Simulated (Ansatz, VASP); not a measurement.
YCu2S2 in VASP and in Ansatz

Contents of INCAR:

```
SYSTEM = YCu2S2
  ALGO = Normal
  EDIFF = 1E-7
  ENCUT = 520
  GGA = PE
  ISIF = 2
  ISMEAR = -1
  LASPH = .TRUE.
  LCHARG = .FALSE.
  LREAL = .FALSE.
  LWAVE = .FALSE.
  NBANDS = 30
  NELM = 80
  PREC = Accurate
  SIGMA = 0.05
```

Contents of KPOINTS:

```
k-points
0
G
  8 8 4
  0 0 0
```

Contents of POSCAR:

```
YCu2S2
1.0
    3.9274043162      0.0000000000      0.0000000000
   -1.9637021581      3.4012319087      0.0000000000
    0.0000000000      0.0000000000      6.4141120000
Y Cu S
1 2 2
Direct
    0.0000000000      0.0000000000      0.0000000000
    0.3333333333      0.6666666667      0.3416390000
    0.6666666667      0.3333333333      0.6583610000
    0.3333333333      0.6666666667      0.7326060000
    0.6666666667      0.3333333333      0.2673940000
```

File input.yaml:

```yaml
crystal:
  lattice:
    - [3.9274043162, 0.0, 0.0]
    - [-1.9637021581, 3.4012319087, 0.0]
    - [0.0, 0.0, 6.414112]
  atoms:
    - { symbol: "Y", position: [0.0, 0.0, 0.0] }
    - { symbol: Cu, position: [0.3333333333, 0.6666666667, 0.341639] }
    - { symbol: Cu, position: [0.6666666667, 0.3333333333, 0.658361] }
    - { symbol: S, position: [0.3333333333, 0.6666666667, 0.732606] }
    - { symbol: S, position: [0.6666666667, 0.3333333333, 0.267394] }
hamiltonian:
  xc: pbe
  pseudopotentials: { kind: paw }
kpoints:
  mp_grid: { grid: [8, 8, 4] }
scf:
  occupations: { method: fermi_dirac, width: 0.05 }
output:
  forces: true
  stress: true
  eigenvalues: true
  write_density: true
  write_potential: true
  elf: true
  volumetric_format: npy
```

The cell comes from a database or a generator and needn't be the stable form of this composition.

Alike in both runs: task single point; functional PBE; k mesh 8 × 8 × 4; occupations fermi-dirac, width 0.05 eV; no spin polarisation.

|  | VASP | Ansatz |
| --- | --- | --- |
| version | VASP 6.6.1 | Ansatz 0.2.0 |
| potentials or method | VASP PAW PBE potentials, release 64 (Y_sv, Cu, S) | Ansatz PAW |
| plane-wave cutoff (eV) | 520 | 420 |
| valence electrons in the cell | 45 | 61 |

Ansatz gave:

* gap on the k mesh at the Fermi level (eV): none
* pressure (GPa): 0.3
* rms of the force components (eV/Å): 0.029

Problem. Which values does VASP return?

Solution. gap on the k mesh at the Fermi level (eV): none; pressure (GPa): 0.4; rms of the force components (eV/Å): 0.029.

Atom by atom the forces differ by 0.008 eV/Å (rms over components). A gap of «none» marks a metal or a gap that the smearing closes. With one functional, cell and mesh, what is left measures potentials, basis and numerics. The two sets of potentials don't hold the same shells in valence.

Caveats: the run has no spin polarisation, though such a crystal can be magnetic. With open d or f shells a metallic result of PBE can be an artefact of self-interaction; +U or a hybrid may open a gap.
